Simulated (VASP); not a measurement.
Computed with PBE GGA, VASP's PBE PAW potentials (set 64) (plane waves; VASP 6.6.1).

A VASP calculation is set up with these files.

**KPOINTS**
```
Automatic mesh
0
Gamma
9 9 3
0 0 0
```

### POSCAR
```
Er
1
    3.4958700000     0.0000000000     0.0000000000
   -1.7479350000     3.0275120000     0.0000000000
    0.0000000000     0.0000000000    11.2479850000
Er
4
Direct
  0.0000000000   0.0000000000   0.0000000000
  0.0000000000   0.0000000000   0.5000000000
  0.3333330000   0.6666670000   0.2500000000
  0.6666670000   0.3333330000   0.7500000000
```

### INCAR
```
SYSTEM = Er
PREC = Accurate
ENCUT = 300
EDIFF = 1E-6
NELM = 100
ALGO = Normal
LREAL = .FALSE.
LASPH = .TRUE.
ISMEAR = 0
SIGMA = 0.2
GGA = PE
LMAXMIX = 6
LWAVE = .FALSE.
LCHARG = .FALSE.
ISIF = 2
ISPIN = 2
MAGMOM = 3.0 3.0 3.0 3.0
LORBIT = 11
```

POTCAR, in this order: Er (PBE.64 set). Program: vasp_std.

Output of the run:

OSZICAR:
```
...
DAV:  12    -0.853022646336E+02    0.53198E+02   -0.19501E+02  9124   0.845E+01    0.503E+02
DAV:  13    -0.123401935809E+03   -0.38100E+02   -0.40907E+01 10422   0.519E+01    0.271E+02
DAV:  14    -0.113174774011E+03    0.10227E+02   -0.18967E+01 10642   0.286E+01    0.204E+02
DAV:  15    -0.115912484044E+03   -0.27377E+01   -0.71234E+00 10464   0.160E+01    0.197E+02
DAV:  16    -0.114053323069E+03    0.18592E+01   -0.32163E+00 11066   0.104E+01    0.198E+02
DAV:  17    -0.103022408677E+03    0.11031E+02   -0.70555E-01  9790   0.719E+00    0.198E+02
DAV:  18    -0.942554262009E+02    0.87670E+01   -0.31913E+00  7890   0.180E+01    0.199E+02
DAV:  19    -0.121341399968E+03   -0.27086E+02   -0.11834E+02  6258   0.176E+02    0.184E+02
DAV:  20    -0.138410819466E+03   -0.17069E+02   -0.56504E+01 10648   0.324E+01    0.264E+02
DAV:  21    -0.118079077516E+03    0.20332E+02   -0.19081E+01  9324   0.196E+01    0.260E+02
DAV:  22    -0.118920872699E+03   -0.84180E+00   -0.28774E+00 10492   0.710E+00    0.272E+02
DAV:  23    -0.118655005985E+03    0.26587E+00   -0.86615E-01 10572   0.416E+00    0.277E+02
DAV:  24    -0.119717446266E+03   -0.10624E+01   -0.28109E-01 10290   0.278E+00    0.282E+02
DAV:  25    -0.119293153029E+03    0.42429E+00   -0.31888E-01  9144   0.284E+00    0.282E+02
DAV:  26    -0.129940269538E+03   -0.10647E+02   -0.20620E+01  7798   0.224E+01    0.285E+02
DAV:  27    -0.128968613830E+03    0.97166E+00   -0.31738E+00  9200   0.616E+00    0.292E+02
DAV:  28    -0.124829024244E+03    0.41396E+01   -0.13161E+00  8276   0.897E+00    0.276E+02
DAV:  29    -0.109036249358E+03    0.15793E+02   -0.24903E+00  8520   0.118E+01    0.234E+02
DAV:  30    -0.709274325801E+02    0.38109E+02   -0.35678E+01  8356   0.338E+01    0.152E+02
DAV:  31    -0.682798053199E+02    0.26476E+01   -0.86588E+00 10862   0.141E+01    0.117E+02
DAV:  32    -0.562774278456E+02    0.12002E+02   -0.80619E+00  8168   0.145E+01    0.117E+02
DAV:  33    -0.404328170854E+02    0.15845E+02   -0.55086E+00  8816   0.157E+01    0.115E+02
DAV:  34    -0.272466509435E+02    0.13186E+02   -0.73467E+00  8024   0.167E+01    0.115E+02
DAV:  35    -0.272981800765E+02   -0.51529E-01   -0.29201E+00 10872   0.714E+00    0.149E+02
DAV:  36    -0.267445693847E+02    0.55361E+00   -0.17434E-01 10182   0.298E+00    0.149E+02
DAV:  37    -0.264652912605E+02    0.27928E+00   -0.33453E-02 10912   0.983E-01    0.150E+02
DAV:  38    -0.264350686186E+02    0.30223E-01   -0.79119E-03 10632   0.467E-01    0.150E+02
DAV:  39    -0.260679042172E+02    0.36716E+00   -0.47218E-03  7656   0.684E-01    0.150E+02
DAV:  40    -0.250731733934E+02    0.99473E+00   -0.36620E-02  7096   0.205E+00    0.149E+02
DAV:  41    -0.281131108335E+02   -0.30399E+01   -0.27238E-01  6668   0.750E+00    0.155E+02
DAV:  42    -0.249959946248E+02    0.31171E+01   -0.38060E+00  7376   0.103E+01    0.150E+02
DAV:  43    -0.201237184428E+02    0.48723E+01   -0.87729E-01  7640   0.209E+01    0.140E+02
DAV:  44    -0.178604351989E+02    0.22633E+01   -0.84640E+00  8752   0.185E+01    0.123E+02
DAV:  45    -0.195181884291E+02   -0.16578E+01   -0.22420E+01  7516   0.347E+01    0.110E+02
DAV:  46    -0.205727838382E+02   -0.10546E+01   -0.31447E+00 10240   0.105E+01    0.117E+02
DAV:  47    -0.204615138137E+02    0.11127E+00   -0.49627E-01 10928   0.440E+00    0.116E+02
DAV:  48    -0.204547355703E+02    0.67782E-02   -0.12198E-01 11072   0.170E+00    0.116E+02
DAV:  49    -0.196407178197E+02    0.81402E+00   -0.27691E-02  8176   0.226E+00    0.116E+02
DAV:  50    -0.195141096090E+02    0.12661E+00   -0.15988E-02 10336   0.106E+00    0.116E+02
DAV:  51    -0.279707819384E+02   -0.84567E+01   -0.22995E+00  7606   0.207E+01    0.121E+02
DAV:  52    -0.294616089981E+02   -0.14908E+01   -0.37479E-01  8668   0.677E+00    0.125E+02
DAV:  53    -0.298093012792E+02   -0.34769E+00   -0.21931E-01 10304   0.321E+00    0.127E+02
DAV:  54    -0.341191819401E+02   -0.43099E+01   -0.19320E+00  7300   0.100E+01    0.136E+02
DAV:  55    -0.343025434807E+02   -0.18336E+00   -0.27726E-01  9748   0.288E+00    0.135E+02
DAV:  56    -0.486451998891E+02   -0.14343E+02   -0.10921E+01  8008   0.448E+01    0.169E+02
DAV:  57    -0.500967315314E+02   -0.14515E+01   -0.59871E+00 10442   0.133E+01    0.172E+02
DAV:  58    -0.496952756646E+02    0.40146E+00   -0.18673E+00 10884   0.848E+00    0.173E+02
DAV:  59    -0.491962045300E+02    0.49907E+00   -0.74446E-01 10918   0.381E+00    0.174E+02
DAV:  60    -0.486952086643E+02    0.50100E+00   -0.22890E-01 10422   0.212E+00    0.174E+02
DAV:  61    -0.547894473998E+02   -0.60942E+01   -0.45034E+00  7996   0.220E+01    0.184E+02
DAV:  62    -0.574105380421E+02   -0.26211E+01   -0.14568E+00  9620   0.110E+01    0.184E+02
DAV:  63    -0.588229473237E+02   -0.14124E+01   -0.64249E-01  9720   0.546E+00    0.184E+02
DAV:  64    -0.584830200166E+02    0.33993E+00   -0.21823E-01 10460   0.225E+00    0.184E+02
DAV:  65    -0.637191016684E+02   -0.52361E+01   -0.12486E-01 10020   0.361E+00    0.185E+02
DAV:  66    -0.113778301884E+03   -0.50059E+02   -0.95832E+00  8894   0.452E+01    0.187E+02
DAV:  67    -0.966848396073E+02    0.17093E+02   -0.41310E+00  9612   0.253E+01    0.185E+02
DAV:  68    -0.893971673682E+02    0.72877E+01   -0.13179E+00 10128   0.854E+00    0.185E+02
DAV:  69    -0.889211319168E+02    0.47604E+00   -0.29169E-01 10928   0.348E+00    0.186E+02
DAV:  70    -0.901423893588E+02   -0.12213E+01   -0.17631E-01  9092   0.522E+00    0.187E+02
DAV:  71    -0.742504981250E+02    0.15892E+02   -0.73821E-01  8612   0.218E+01    0.185E+02
DAV:  72    -0.778974580372E+02   -0.36470E+01   -0.45252E-01  9648   0.571E+00    0.185E+02
DAV:  73    -0.853692623036E+02   -0.74718E+01   -0.41027E-01  9896   0.773E+00    0.186E+02
DAV:  74    -0.725989135777E+02    0.12770E+02   -0.38017E-01  8696   0.895E+00    0.183E+02
DAV:  75    -0.597173715537E+02    0.12882E+02   -0.24237E+00  9892   0.662E+00    0.173E+02
DAV:  76    -0.253286483097E+02    0.34389E+02   -0.25362E+02  8404   0.899E+01    0.174E+02
DAV:  77    -0.816221038489E+01    0.17166E+02   -0.30751E+01  8776   0.783E+01    0.925E+01
DAV:  78    -0.150452396299E+02   -0.68830E+01   -0.14641E+01 10048   0.275E+01    0.861E+01
DAV:  79    -0.155896139925E+02   -0.54437E+00   -0.51356E+00 10674   0.122E+01    0.860E+01
DAV:  80    -0.103847959431E+02    0.52048E+01   -0.25801E+00  9162   0.205E+01    0.829E+01
DAV:  81    -0.146508845419E+02   -0.42661E+01   -0.21459E+00  8848   0.200E+01    0.871E+01
DAV:  82    -0.154752591259E+02   -0.82437E+00   -0.17431E+00 10452   0.879E+00    0.867E+01
DAV:  83    -0.131326772119E+02    0.23426E+01   -0.48775E-01 10228   0.850E+00    0.862E+01
DAV:  84    -0.132659194962E+02   -0.13324E+00   -0.20898E-01 10996   0.227E+00    0.867E+01
DAV:  85    -0.125174662758E+02    0.74845E+00   -0.84420E-02  9470   0.418E+00    0.850E+01
DAV:  86    -0.858295982154E+01    0.39345E+01   -0.78885E+00  7108   0.395E+01    0.625E+01
DAV:  87    -0.126259486009E+02   -0.40430E+01   -0.36996E+00  8782   0.404E+01    0.669E+01
DAV:  88    -0.153328236054E+02   -0.27069E+01   -0.15265E+00  8912   0.160E+01    0.652E+01
DAV:  89    -0.177696650981E+02   -0.24368E+01   -0.11154E+00  8244   0.150E+01    0.714E+01
DAV:  90    -0.170916184483E+02    0.67805E+00   -0.25666E+00  7764   0.263E+01    0.762E+01
DAV:  91    -0.205544621388E+02   -0.34628E+01   -0.65312E+00  8458   0.460E+01    0.780E+01
DAV:  92    -0.143013156495E+02    0.62531E+01   -0.57323E+00  7514   0.434E+01    0.574E+01
DAV:  93    -0.115611422819E+02    0.27402E+01   -0.23413E+00  8140   0.236E+01    0.608E+01
DAV:  94    -0.120337243561E+02   -0.47258E+00   -0.25531E+00  9290   0.135E+01    0.661E+01
DAV:  95    -0.117108421982E+02    0.32288E+00   -0.53308E-01 10476   0.639E+00    0.692E+01
DAV:  96    -0.163228980619E+02   -0.46121E+01   -0.18247E+01  8354   0.304E+01    0.692E+01
DAV:  97    -0.176845309033E+02   -0.13616E+01   -0.20615E+01  7964   0.368E+01    0.839E+01
DAV:  98    -0.146168888739E+02    0.30676E+01   -0.29169E+00  7976   0.307E+01    0.755E+01
DAV:  99    -0.139134491641E+02    0.70344E+00   -0.99238E-01  9282   0.124E+01    0.759E+01
DAV: 100    -0.137448403779E+02    0.16861E+00   -0.35124E-01 10206   0.492E+00
   1 F= -.13744840E+02 E0= -.13541199E+02  d E =-.407283E+00  mag=     4.0849
```

### OUTCAR
```
------------------------ aborting loop EDIFF was not reached (unconverged)  ----------------------------
  FORCE on cell =-STRESS in cart. coord.  units (eV):
  Direction    XX          YY          ZZ          XY          YZ          ZX
  --------------------------------------------------------------------------------------
  Total       72.2217041     72.2216932    129.0149207     -0.0000000      0.0000000      0.0000000
  in kB      971.9914352    971.9912886   1736.3395039     -0.0000000      0.0000000      0.0000000
  external PRESSURE =    1226.7740759 kB  Pullay stress =       0.0000000 kB
  volume of cell :      119.05
      direct lattice vectors                 reciprocal lattice vectors
     3.495870000  0.000000000  0.000000000     0.286051827  0.165152112  0.000000000
    -1.747935000  3.027512000  0.000000000     0.000000000  0.330304223  0.000000000
     0.000000000  0.000000000 11.247985000     0.000000000  0.000000000  0.088904813
 POSITION                                       TOTAL-FORCE (eV/Angst)
 -----------------------------------------------------------------------------------
      0.00000      0.00000      0.00000        -0.000000      0.000000      0.000000
      0.00000      0.00000      5.62399        -0.000000      0.000000      0.000000
     -0.00000      2.01834      2.81200         0.000000      0.000000     -0.000000
      1.74794      1.00917      8.43599         0.000000      0.000000      0.000000
 -----------------------------------------------------------------------------------
    total drift:                                0.000000      0.000000      0.000000
  FREE ENERGIE OF THE ION-ELECTRON SYSTEM (eV)
  ---------------------------------------------------
  free  energy   TOTEN  =       -13.7448403779 eV

  energy  without entropy=      -13.3375572954  energy(sigma->0) =      -13.54119884

 total charge

# of ion       s       p       d       f       tot
--------------------------------------------------
    1        2.153   5.827   0.774  10.954  19.707
    2        2.153   5.827   0.774  10.954  19.707
    3        2.141   5.802   0.610   9.777  18.330
    4        2.141   5.802   0.610   9.777  18.330
--------------------------------------------------
tot          8.589  23.257   2.769  41.460  76.075

 magnetization (x)

# of ion       s       p       d       f       tot
--------------------------------------------------
    1        0.001   0.029   0.101   0.798   0.928
    2        0.001   0.029   0.101   0.798   0.928
    3       -0.003   0.025   0.042  -3.151  -3.087
    4       -0.003   0.025   0.042  -3.151  -3.087
--------------------------------------------------
tot         -0.004   0.107   0.286  -4.707  -4.317
```
(Selected blocks of OUTCAR.)

**stdout**
```
...
DAV:  81    -0.146508845419E+02   -0.42661E+01   -0.21459E+00  8848   0.200E+01    0.871E+01
DAV:  82    -0.154752591259E+02   -0.82437E+00   -0.17431E+00 10452   0.879E+00    0.867E+01
DAV:  83    -0.131326772119E+02    0.23426E+01   -0.48775E-01 10228   0.850E+00    0.862E+01
DAV:  84    -0.132659194962E+02   -0.13324E+00   -0.20898E-01 10996   0.227E+00    0.867E+01
DAV:  85    -0.125174662758E+02    0.74845E+00   -0.84420E-02  9470   0.418E+00    0.850E+01
DAV:  86    -0.858295982154E+01    0.39345E+01   -0.78885E+00  7108   0.395E+01    0.625E+01
DAV:  87    -0.126259486009E+02   -0.40430E+01   -0.36996E+00  8782   0.404E+01    0.669E+01
DAV:  88    -0.153328236054E+02   -0.27069E+01   -0.15265E+00  8912   0.160E+01    0.652E+01
DAV:  89    -0.177696650981E+02   -0.24368E+01   -0.11154E+00  8244   0.150E+01    0.714E+01
DAV:  90    -0.170916184483E+02    0.67805E+00   -0.25666E+00  7764   0.263E+01    0.762E+01
DAV:  91    -0.205544621388E+02   -0.34628E+01   -0.65312E+00  8458   0.460E+01    0.780E+01
DAV:  92    -0.143013156495E+02    0.62531E+01   -0.57323E+00  7514   0.434E+01    0.574E+01
DAV:  93    -0.115611422819E+02    0.27402E+01   -0.23413E+00  8140   0.236E+01    0.608E+01
DAV:  94    -0.120337243561E+02   -0.47258E+00   -0.25531E+00  9290   0.135E+01    0.661E+01
DAV:  95    -0.117108421982E+02    0.32288E+00   -0.53308E-01 10476   0.639E+00    0.692E+01
DAV:  96    -0.163228980619E+02   -0.46121E+01   -0.18247E+01  8354   0.304E+01    0.692E+01
DAV:  97    -0.176845309033E+02   -0.13616E+01   -0.20615E+01  7964   0.368E+01    0.839E+01
DAV:  98    -0.146168888739E+02    0.30676E+01   -0.29169E+00  7976   0.307E+01    0.755E+01
DAV:  99    -0.139134491641E+02    0.70344E+00   -0.99238E-01  9282   0.124E+01    0.759E+01
DAV: 100    -0.137448403779E+02    0.16861E+00   -0.35124E-01 10206   0.492E+00

 -----------------------------------------------------------------------------
|                                                                             |
|           W    W    AA    RRRRR   N    N  II  N    N   GGGG   !!!           |
|           W    W   A  A   R    R  NN   N  II  NN   N  G    G  !!!           |
|           W    W  A    A  R    R  N N  N  II  N N  N  G       !!!           |
|           W WW W  AAAAAA  RRRRR   N  N N  II  N  N N  G  GGG   !            |
|           WW  WW  A    A  R   R   N   NN  II  N   NN  G    G                |
|           W    W  A    A  R    R  N    N  II  N    N   GGGG   !!!           |
|                                                                             |
|     The electronic self-consistency was not achieved in the given           |
|     number of steps (NELM). The forces and other quantities evaluated       |
|     might not be reliable so examine the results carefully. If you find     |
|     spurious results, we suggest increasing NELM, if you were close to      |
|     convergence or switching to a different ALGO or adjusting the           |
|     density mixing parameters otherwise.                                    |
|                                                                             |
 -----------------------------------------------------------------------------

   1 F= -.13744840E+02 E0= -.13541199E+02  d E =-.407283E+00  mag=     4.0849
```

The run did not converge; its last values are not results.

At this cut-off the stress carries a Pulay error, which pulls relaxed volumes low.

The structure was generated: Er was put into an ordered model structure, which need not be its known phase. The cell was not relaxed at this level.
